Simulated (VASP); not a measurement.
# VSi11C12 (a cell with a defect) in VASP: notebook, part 2 of 3

VASP 6.6.1. Earlier steps stand in the parts before.

## (3) Single point, PBEsol+U, collinear spin, ferromagnetic start

The input, INCAR:

```
SYSTEM = VSi11C12
PREC = Accurate ; ENCUT = 450
EDIFF = 1E-5 ; ISMEAR = 0
SIGMA = 0.03 ; LREAL = Auto
LASPH = .True. ; NELM = 120
ALGO = Normal ; ISIF = 2
LWAVE = .False. ; LCHARG = .False.
ISPIN = 2 ; MAGMOM = 1 0 0 0 0 0 0 0 0 0 0 0 0 0 0 0 0 0 0 0 0 0 0 0
LORBIT = 11 ; NUPDOWN = 1
LMAXMIX = 4 ; LDAU = .True.
LDAUTYPE = 2 ; LDAUL = 2 -1 -1
LDAUU = 3 0 0 ; LDAUJ = 0 0 0
LDAUPRINT = 1 ; GGA = PS
ISYM = 0 ; KPAR = 4
```

The input, KPOINTS:

```
Automatic mesh
0
Gamma
  3 4 4
  0 0 0
```

The input, POSCAR:

```
VSi11C12                                
1.0
    0.0000000000      6.5370000000      6.5370000000
    4.3580000000      0.0000000000      4.3580000000
    4.3580000000      4.3580000000      0.0000000000
  V               Si              C             
     1    11    12
Direct
     0.9992199880949790    0.9976464997193684    0.0043702231354233
     0.0003697855007408    0.9962220882262899    0.5042037139896762
     0.0011282730415207    0.4978815969720490    0.0023871905558067
     0.0004214609689641    0.4983752119324383    0.5043853316353956
     0.3346387287217111    0.9983507435683568    0.0025126452167637
     0.3354841988353815    0.9966567734731939    0.5020410622819893
     0.3372060638477331    0.4945417344021206    0.0021368124298839
     0.3341400460444560    0.4980800258466657    0.5025028456051366
     0.6673284137881804    0.9968444352159043    0.0018026101027452
     0.6664111038381672    0.9989727540919056    0.5025463127631373
     0.6655566278492933    0.5019825037696705    0.0021974817612113
     0.6684705240379094    0.4972099670520371    0.5018101584188696
     0.0876239500429890    0.1251698694087785    0.1335000132234737
     0.0868277164050055    0.1263941262212645    0.6157757997346772
     0.0897643187410119    0.6078030165026789    0.1327833128935858
     0.0845272229656877    0.6220608385552975    0.6286859890413822
     0.4198780667032888    0.1197581141960394    0.1265618109859690
     0.4164881422156448    0.1234215068850365    0.6284396555202638
     0.4163370976614049    0.6253459892418078    0.1275317243588210
     0.4185731450935120    0.6217640662110554    0.6269925294330865
     0.7381807068356551    0.1318962076662666    0.1307298688900531
     0.7509146164072196    0.1222796154536706    0.6270655668482831
     0.7519625141293503    0.6225527689654700    0.1270448922581049
     0.7504572882301929    0.6242775464226243    0.6268734489162603
```

Potentials or basis: VASP PAW PBE potentials, release 64 (V_sv, Si, C).

The run is started by

```bash
cat potpaw_PBE.64/V_sv/POTCAR potpaw_PBE.64/Si/POTCAR potpaw_PBE.64/C/POTCAR > POTCAR
mpirun -np 4 vasp_std > vasp.out
```

OUTCAR:

```text
SYSTEM = VSi11C12
   PREC = Accurate
   ENCUT = 450
   EDIFF = 1E-5
   ISMEAR = 0
   LREAL = Auto
   LASPH = .True.
   NELM = 120
   ISIF = 2
   ISPIN = 2
   LORBIT = 11
   NUPDOWN = 1
   GGA = PS
   ISYM = 0

 ion  position               nearest neighbor table
   1  0.999  0.998  0.004-  14 1.96  13 1.96  15 1.96  21 1.97
   2  0.000  0.996  0.504-  13 1.87  14 1.87  16 1.88  22 1.88   4 3.07   3 3.07   9 3.07   8 3.08
                            12 3.08  10 3.08   5 3.09   3 3.09   6 3.09   4 3.10
   3  0.001  0.498  0.002-  13 1.88  15 1.88  16 1.88  23 1.88   2 3.07   4 3.07  12 3.08   8 3.08
                             9 3.08   5 3.08  11 3.09   4 3.09   2 3.09   7 3.10
   4  0.000  0.498  0.504-  15 1.87  14 1.87  16 1.88  24 1.89   2 3.07   3 3.07   8 3.08  12 3.08
                            11 3.08  10 3.09   3 3.09   6 3.09   2 3.10   7 3.10
   5  0.335  0.998  0.003-  13 1.87  19 1.88  17 1.88  18 1.88  11 3.06   9 3.07   7 3.07  10 3.07
                             6 3.08   8 3.08   3 3.08   8 3.08   6 3.09   2 3.09   7 3.09
   6  0.335  0.997  0.502-  14 1.88  18 1.89  20 1.89  17 1.89  10 3.07   7 3.07   9 3.08   5 3.08
                             8 3.08  12 3.08   8 3.09   5 3.09   7 3.09   2 3.09   4 3.09
   7  0.337  0.495  0.002-  15 1.87  17 1.89  19 1.89  20 1.89  11 3.06   9 3.06   5 3.07  12 3.07
                             6 3.07   8 3.08   8 3.08   6 3.09   5 3.09   3 3.10   4 3.10
   8  0.334  0.498  0.503-  16 1.88  18 1.89  20 1.89  19 1.89  11 3.07  10 3.07   6 3.08   2 3.08
                             4 3.08   3 3.08   7 3.08   5 3.08   5 3.08   7 3.08   6 3.09  12 3.09
   9  0.667  0.997  0.002-  21 1.87  17 1.87  23 1.88  22 1.89  11 3.06   7 3.06   5 3.07   2 3.07
                            10 3.07   6 3.08  12 3.08   3 3.08  12 3.08  10 3.09  11 3.11
  10  0.666  0.999  0.503-  21 1.87  22 1.88  24 1.89  18 1.89   6 3.07  11 3.07   8 3.07   5 3.07
                             9 3.07  12 3.08   2 3.08  12 3.09   4 3.09   9 3.09  11 3.09
  11  0.666  0.502  0.002-  21 1.86  19 1.88  23 1.89  24 1.89   9 3.06   7 3.06   5 3.06  10 3.07
                             8 3.07  12 3.08   4 3.08  12 3.09   3 3.09  10 3.09   9 3.11
  12  0.668  0.497  0.502-  23 1.89  20 1.89  22 1.89  24 1.89   7 3.07   3 3.08  10 3.08   2 3.08
                            11 3.08   6 3.08   4 3.08   9 3.08   9 3.08  10 3.09  11 3.09   8 3.09
  13  0.088  0.125  0.134-   5 1.87   2 1.87   3 1.88   1 1.96
  14  0.087  0.126  0.616-   2 1.87   4 1.87   6 1.88   1 1.96
  15  0.090  0.608  0.133-   7 1.87   4 1.87   3 1.88   1 1.96
  16  0.085  0.622  0.629-   3 1.88   4 1.88   2 1.88   8 1.88
  17  0.420  0.120  0.127-   9 1.87   5 1.88   7 1.89   6 1.89
  18  0.416  0.123  0.628-   5 1.88   8 1.89   6 1.89  10 1.89
  19  0.416  0.625  0.128-   5 1.88  11 1.88   7 1.89   8 1.89
  20  0.419  0.622  0.627-   8 1.89  12 1.89   6 1.89   7 1.89
  21  0.738  0.132  0.131-  11 1.86   9 1.87  10 1.87   1 1.97
  22  0.751  0.122  0.627-   2 1.88  10 1.88   9 1.89  12 1.89
  23  0.752  0.623  0.127-   3 1.88   9 1.88  12 1.89  11 1.89
  24  0.750  0.624  0.627-  10 1.89   4 1.89  12 1.89  11 1.89

IMPORTANT INFORMATION: All symmetrisations will be switched off!
NOSYMM: (Re-)initialisation of all symmetry stuff for point group C_1.

----------------------------------------------------------------------------------------

                                     Primitive cell

  volume of cell :     248.3036

  direct lattice vectors                    reciprocal lattice vectors
     0.000000000  6.537000000  6.537000000    -0.076487685  0.076487685  0.076487685
     4.358000000  0.000000000  4.358000000     0.114731528 -0.114731528  0.114731528
     4.358000000  4.358000000  0.000000000     0.114731528  0.114731528 -0.114731528

  length of vectors
     9.244714057  6.163142705  6.163142705     0.132480557  0.198720836  0.198720836
[... 215 lines left out ...]
  o =  0.3115  v =  0.0000  0.0000  0.0000  0.0000  0.0000 -0.0529  0.9171 -0.0012  0.3950 -0.0142      0.0000  0.0000  0.0000  0.0000  0.0000  0.0000  0.0000  0.0000  0.0000  0.0000
  o =  0.3368  v =  0.0000  0.0000  0.0000  0.0000  0.0000 -0.9926 -0.0906 -0.0225  0.0772 -0.0060      0.0000  0.0000  0.0000  0.0000  0.0000  0.0000  0.0000  0.0000  0.0000  0.0000
  o =  0.3443  v = -0.0818  0.3973  0.0020 -0.9140  0.0040  0.0000  0.0000  0.0000  0.0000  0.0000      0.0000  0.0000  0.0000  0.0000  0.0000  0.0000  0.0000  0.0000  0.0000  0.0000
  o =  0.3716  v =  0.0188 -0.9162  0.0031 -0.3998  0.0193  0.0000  0.0000  0.0000  0.0000  0.0000      0.0000  0.0000  0.0000  0.0000  0.0000  0.0000  0.0000  0.0000  0.0000  0.0000
  o =  0.4069  v = -0.9963 -0.0501 -0.0166  0.0673 -0.0095  0.0000  0.0000  0.0000  0.0000  0.0000      0.0000  0.0000  0.0000  0.0000  0.0000  0.0000  0.0000  0.0000  0.0000  0.0000
  o =  0.8653  v = -0.0144 -0.0018  0.9820  0.0019 -0.1881  0.0000  0.0000  0.0000  0.0000  0.0000      0.0000  0.0000  0.0000  0.0000  0.0000  0.0000  0.0000  0.0000  0.0000  0.0000

 number of electron     105.0000001 magnetization       1.0000001

 Free energy of the ion-electron system (eV)
  ---------------------------------------------------
  ext. energy  EPLUGINS =         0.00000000
  ---------------------------------------------------
  free energy    TOTEN  =      -189.71031194 eV

  energy without entropy =     -189.71031194  energy(sigma->0) =     -189.71031194

 E-fermi :   8.0266     XC(G=0): -11.5887

 val. band max:        8.8495608059   @ k =   0.0000   0.0000   0.5000
 cond. band min:       9.3325678083   @ k =   0.0000   0.0000   0.0000
 fundamental gap:      0.4830070023
 Fermi energy:         9.0524344540

 spin component 1

 k-point     1 :       0.0000    0.0000    0.0000
  band No.  band energies     occupation
      1     -55.7325      1.00000
      2     -29.9430      1.00000
      3     -29.8005      1.00000
      4     -29.4920      1.00000
      5      -7.2541      1.00000
      6      -5.2448      1.00000
[... 3209 lines left out ...]
     63      13.2834      0.00000
     64      13.3596      0.00000

 [... further k-points ...]

 [bands above 64 left out]

------------------------ aborting loop because EDIFF is reached ----------------------------------------

  FORCE on cell =-STRESS in cart. coord.  units (eV):
  Direction    XX          YY          ZZ          XY          YZ          ZX
  --------------------------------------------------------------------------------------
  -------------------------------------------------------------------------------------
  Total        5.6072596      6.5529295      4.2703166     -0.5239160      0.3381148     -0.2452771
  in kB       36.1808124     42.2827422     27.5541950     -3.3805654      2.1816838     -1.5826490
  external PRESSURE =      35.3392498 kB  Pullay stress =       0.0000000 kB

 VOLUME and BASIS-vectors are now :
 -----------------------------------------------------------------------------
  energy-cutoff  :      450.00
  volume of cell :      248.30
      direct lattice vectors                 reciprocal lattice vectors
     0.000000000  6.537000000  6.537000000    -0.076487685  0.076487685  0.076487685
     4.358000000  0.000000000  4.358000000     0.114731528 -0.114731528  0.114731528
     4.358000000  4.358000000  0.000000000     0.114731528  0.114731528 -0.114731528

 POSITION                                       TOTAL-FORCE (eV/Angst)
 -----------------------------------------------------------------------------------
      4.36679      6.55095     10.87964         0.038547      0.012583      0.019822
      6.53886      2.19974      4.34395         0.008527     -0.002484      0.018887
      2.18017      0.01778      2.17714        -0.003083      0.016418     -0.027244
      4.37003      2.20087      2.17467         0.027786      0.009836     -0.004900
      4.36176      2.19848      6.53835        -0.037066     -0.028069     -0.007551
      6.53133      4.38096      6.53649         0.002174     -0.006415      0.042513
[... 16 lines left out ...]
      3.26675      5.46924      7.62866         0.008332     -0.006590     -0.006622
      5.45252      7.63765      7.62634        -0.014558      0.013253      0.011360
 -----------------------------------------------------------------------------------
    total drift:                               -0.005647     -0.003540      0.006987

  FREE ENERGIE OF THE ION-ELECTRON SYSTEM (eV)
  ---------------------------------------------------
  free  energy   TOTEN  =      -189.7103119386 eV

  energy  without entropy=     -189.7103119386  energy(sigma->0) =     -189.71031194

 total charge

# of ion       s       p       d       tot
------------------------------------------
    1        2.377   6.279   3.140  11.796
    2        0.711   0.984   0.000   1.695
    3        0.707   0.973   0.000   1.680
    4        0.708   0.976   0.000   1.684
    5        0.710   0.983   0.000   1.693
    6        0.708   0.970   0.000   1.678
[... 16 lines left out ...]
   23        0.836   1.702   0.000   2.538
   24        0.836   1.698   0.000   2.534
--------------------------------------------------
tot         20.284  37.392   3.140  60.816

 magnetization (x)

# of ion       s       p       d       tot
------------------------------------------
    1        0.011  -0.000   1.008   1.019
    2        0.007   0.009   0.000   0.016
    3        0.001  -0.000   0.000   0.000
    4        0.003   0.003   0.000   0.006
    5        0.001   0.002   0.000   0.003
    6        0.000  -0.000   0.000   0.000
[... 16 lines left out ...]
   23        0.000  -0.000   0.000  -0.000
   24       -0.000  -0.001   0.000  -0.001
--------------------------------------------------
tot          0.021  -0.073   1.008   0.956
```

It took 7 min on 4 MPI ranks of Intel Xeon Platinum 8559C (Emerald Rapids), shared host; peak memory 0.75 GiB.

Results:

```yaml
Free_energy: -189.7103 eV
Largest_force: 0.120 eV/Å
Net_moment: 1.00 μB per cell
Site_moments: V +1.02; Si +0.02, +0.00, +0.01; C -0.03, -0.00, -0.02 μB
Valence_electrons_inside_the_program's_atomic_spheres: V 11.80; Si 1.70, 1.68, 1.69; C 2.55, 2.54, 2.53
```

Forces in eV/Å, atoms in the order of the input:
```
V    0.039  0.013  0.020
Si   0.009 -0.002  0.019
Si  -0.003  0.016 -0.027
Si   0.028  0.010 -0.005
Si  -0.037 -0.028 -0.008
Si   0.002 -0.006  0.043
Si   0.005  0.016  0.004
Si  -0.029  0.006  0.017
Si  -0.036  0.028  0.012
Si   0.009 -0.019 -0.032
Si  -0.005 -0.014 -0.013
Si   0.013 -0.014  0.007
C    0.048 -0.044 -0.080
C   -0.094  0.015 -0.073
C   -0.098 -0.023  0.062
C    0.009 -0.008 -0.016
C    0.021  0.012  0.002
C    0.011  0.016 -0.006
C    0.009 -0.001 -0.003
C    0.019  0.003 -0.005
C    0.070  0.029  0.073
C    0.015 -0.011  0.003
C    0.008 -0.007 -0.007
C   -0.015  0.013  0.011
```

Eigenvalues of the final occupation matrices:
```tsv
site	spin	trace	eigenvalues
site 1 d	1	2.09	0.10 0.34 0.37 0.41 0.87
site 1 d	2	1.08	0.06 0.08 0.29 0.31 0.34
```

Caveat: the cutoff is under 1.25 times the usual one of these potentials, so pressure, stress and relaxed cells hold a basis-set (Pulay) error; the PAW data sets were made with another functional, which shifts forces and pressure a little; the total moment is fixed, so each spin has its own Fermi level; the U is typed as a test and isn't derived for this compound.

## (4) Single point, PBEsol+U, collinear spin, ferromagnetic start

The input, INCAR:

```
PREC = Accurate ; ENCUT = 450
EDIFF = 1E-5 ; ISMEAR = 0
SIGMA = 0.03 ; LREAL = Auto
LASPH = T ; NELM = 120
ALGO = Normal ; ISIF = 2
LWAVE = F ; LCHARG = F
ISPIN = 2 ; MAGMOM = 1 0 0 0 0 0 0 0 0 0 0 0 0 0 0 0 0 0 0 0 0 0 0 0
LORBIT = 11 ; LMAXMIX = 4
LDAU = T ; LDAUTYPE = 2
LDAUL = 2 -1 -1 ; LDAUU = 3 0 0
LDAUJ = 0 0 0 ; LDAUPRINT = 1
GGA = PS ; KPAR = 4
```

The input, KPOINTS:

```
regular mesh
0
Gamma
  2 3 3
```

The input, POSCAR:

```
VSi11C12
1.0
    0.0000000000      6.5370000000      6.5370000000
    4.3580000000      0.0000000000      4.3580000000
    4.3580000000      4.3580000000      0.0000000000
V Si C
1 11 12
Direct
    0.0000000000      0.0000000000      0.0000000000
    0.0000000000      0.0000000000      0.5000000000
    0.0000000000      0.5000000000      0.0000000000
    0.0000000000      0.5000000000      0.5000000000
    0.3333330000      0.0000000000      0.0000000000
    0.3333330000      0.0000000000      0.5000000000
    0.3333330000      0.5000000000      0.0000000000
    0.3333330000      0.5000000000      0.5000000000
    0.6666670000      0.0000000000      0.0000000000
    0.6666670000      0.0000000000      0.5000000000
    0.6666670000      0.5000000000      0.0000000000
    0.6666670000      0.5000000000      0.5000000000
    0.0833333333      0.1250000000      0.1250000000
    0.0833333333      0.1250000000      0.6250000000
    0.0833333333      0.6250000000      0.1250000000
    0.0833333333      0.6250000000      0.6250000000
    0.4166663333      0.1250000000      0.1250000000
    0.4166663333      0.1250000000      0.6250000000
    0.4166663333      0.6250000000      0.1250000000
    0.4166663333      0.6250000000      0.6250000000
    0.7500003333      0.1250000000      0.1250000000
    0.7500003333      0.1250000000      0.6250000000
    0.7500003333      0.6250000000      0.1250000000
    0.7500003333      0.6250000000      0.6250000000
```

The run is started by

```bash
cat potpaw_PBE.64/V_sv/POTCAR potpaw_PBE.64/Si/POTCAR potpaw_PBE.64/C/POTCAR > POTCAR
mpirun -np 4 vasp_std > vasp.out
```

It took 2.3 min on 4 MPI ranks of Intel Xeon 6975P-C (Granite Rapids), shared host; peak memory 0.55 GiB.

Results (log left out):

```
Free energy                                           : -189.3242 eV
Largest force                                         : 2.176 eV/Å
Band gap on the k mesh                                : 0.16 eV, indirect (least direct gap 0.55 eV)
Net moment                                            : -1.00 μB per cell
Site moments                                          : V -0.94; Si -0.02, +0.00, -0.01, -0.00; C +0.02, +0.00, -0.00 μB
Valence electrons inside the program's atomic spheres : V 12.03; Si 1.68, 1.67; C 2.55, 2.54, 2.53
```

Forces on the atoms (eV/Å):
```
V    0.042 -0.013 -0.013
Si  -0.010  0.001 -0.195
Si  -0.010 -0.195  0.001
Si   0.275  0.002  0.002
Si  -0.157 -0.052 -0.052
Si   0.040  0.105  0.013
Si   0.040  0.013  0.105
Si   0.005 -0.012 -0.012
Si  -0.164  0.072  0.072
Si  -0.041  0.073 -0.008
Si  -0.041 -0.008  0.073
Si  -0.010  0.013  0.013
C    1.261  1.091  1.091
C   -1.359 -1.084  1.154
C   -1.359  1.154 -1.084
C   -0.042  0.005  0.005
C   -0.069  0.045  0.045
C    0.078  0.007 -0.022
C    0.078 -0.022  0.007
C   -0.032 -0.002 -0.002
C    1.436 -1.156 -1.156
C    0.026 -0.014 -0.025
C    0.026 -0.025 -0.014
C   -0.013  0.002  0.002
```

Levels at points of the mesh, in eV from the valence-band top:
Spin up:
```tsv
k point	band 49	band 50	band 51	band 52	band 53	band 54	band 55	band 56
(0.00, 0.00, 0.00)	-1.83	-1.37	-1.26	-1.25	0.29	1.18	1.34	1.47
(0.50, 0.00, 0.00)	-1.75	-1.71	-1.35	-1.34	0.22	0.36	1.20	1.50
```
Spin down:
```csv
k point,band 49,band 50,band 51,band 52,band 53,band 54,band 55,band 56,band 57,band 58
"(0.00, 0.00, 0.00)",-1.86,-1.40,-1.28,-1.25,-0.28,0.26,0.84,1.32,1.33,1.59
"(0.50, 0.00, 0.00)",-1.76,-1.73,-1.39,-1.36,-0.41,0.16,0.35,0.90,1.47,1.53
```

Eigenvalues of the final occupation matrices:
```
    site  spin  trace               eigenvalues
site 1 d     1   1.19  0.07 0.10 0.32 0.35 0.35
site 1 d     2   2.13  0.12 0.37 0.40 0.40 0.84
```

Caveat: the cutoff is under 1.25 times the usual one of these potentials, so pressure, stress and relaxed cells hold a basis-set (Pulay) error; the PAW data sets were made with another functional, which shifts forces and pressure a little; the U is typed as a test and isn't derived for this compound.

[end of part 2 of 3]
